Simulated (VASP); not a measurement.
Consider the following.

```yaml
crystal:
  lattice:
    - [3.12155, 0.00000, 0.00000]
    - [-1.56078, 2.70334, 0.00000]
    - [0.00000, 0.00000, 6.04005]
  atoms:
    - { symbol: V, position: [0.00000, 0.00000, 0.00000] }
    - { symbol: V, position: [0.00000, 0.00000, 0.50000] }
    - { symbol: S, position: [0.33333, 0.66667, 0.25000] }
    - { symbol: S, position: [0.66667, 0.33333, 0.75000] }
```

Computed with PBEsol GGA, VASP's PBE PAW potentials (set 64) (plane waves; VASP 6.6.1). Settings: 400 eV cut-off, 13×13×6 Γ-centred mesh, tetrahedra with Blöchl corrections, potentials V_sv S.

The cores are frozen, which limits the accuracy of field gradients.

Q: Give the principal components of the electric field gradient (V/Å²) and the asymmetry η at each nucleus.

A: 
```tsv
atom	Vxx	Vyy	Vzz	η
V1	4.5	4.5	-9.1	0.00
V2	4.5	4.5	-9.1	0.00
S3	-5.6	-5.6	11.3	0.00
S4	-5.6	-5.6	11.3	0.00
```

The structure was generated: VS was put into the NiAs type type (P6_3/mmc), which need not be its known phase. It was relaxed first, which changed the volume by -39 %. The run is not spin-polarised, so no magnetic state was tried.
